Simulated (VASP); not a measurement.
A convergence study with VASP on HfN (rock salt): one setting is varied, all else stays as given below, so the limit is that of these other settings. Each run relaxes cell and ions from the cell shown. The basis is that of the starting cell, so low cut-offs carry a Pulay error.

```
CELL_PARAMETERS angstrom
      0.00000     2.26000     2.26000
      2.26000     0.00000     2.26000
      2.26000     2.26000     0.00000
ATOMIC_POSITIONS crystal
  Hf 0.00000 0.00000 0.00000
  N  0.50000 0.50000 0.50000
```

Level of theory: PBE GGA, VASP's PBE PAW potentials (set 64) (plane waves; VASP 6.6.1). The tightest run used: 800 eV cut-off, 12×12×12 Γ-centred mesh, first-order Methfessel-Paxton smearing of 0.10 eV, potentials Hf_pv N.

### Question
The settings run are ENCUT = 250; ENCUT = 300; ENCUT = 350; ENCUT = 400; ENCUT = 450; ENCUT = 500; ENCUT = 550; ENCUT = 600; ENCUT = 650; ENCUT = 700; ENCUT = 750; ENCUT = 800. From which on does the relaxed volume stay within 0.05 Å³/atom of the tightest run?…

### Answer
From ENCUT = 450 on: it is off by 0.035 there and by no more than 0.05 in any finer run, while ENCUT = 400 is off by 0.131.
| setting | relaxed volume (Å³/atom) | E (eV/atom) | plane waves | difference judged (Å³/atom) |
|---|---|---|---|---|
| ENCUT = 250 | 10.541 | -11.0248 | 212 | 1.110 |
| ENCUT = 300 | 11.015 | -10.9105 | 290 | 0.637 |
| ENCUT = 350 | 11.320 | -10.8752 | 360 | 0.331 |
| ENCUT = 400 | 11.520 | -10.8825 | 444 | 0.131 |
| ENCUT = 450 | 11.616 | -10.8835 | 531 | 0.035 |
| ENCUT = 500 | 11.647 | -10.8828 | 604 | 0.004 |
| ENCUT = 550 | 11.650 | -10.8828 | 692 | 0.002 |
| ENCUT = 600 | 11.646 | -10.8837 | 785 | 0.005 |
| ENCUT = 650 | 11.644 | -10.8847 | 893 | 0.007 |
| ENCUT = 700 | 11.646 | -10.8855 | 983 | 0.005 |
| ENCUT = 750 | 11.649 | -10.8860 | 1090 | 0.002 |
| ENCUT = 800 | 11.651 | -10.8864 | 1243 | 0.000 |

Left out are rungs that failed or repeat a setting and relaxations that didn't move; long series are thinned to 24 rows.

The compound is HfN in the rock salt structure. The electron count is odd and the run is not spin-polarised, which forces a metal.
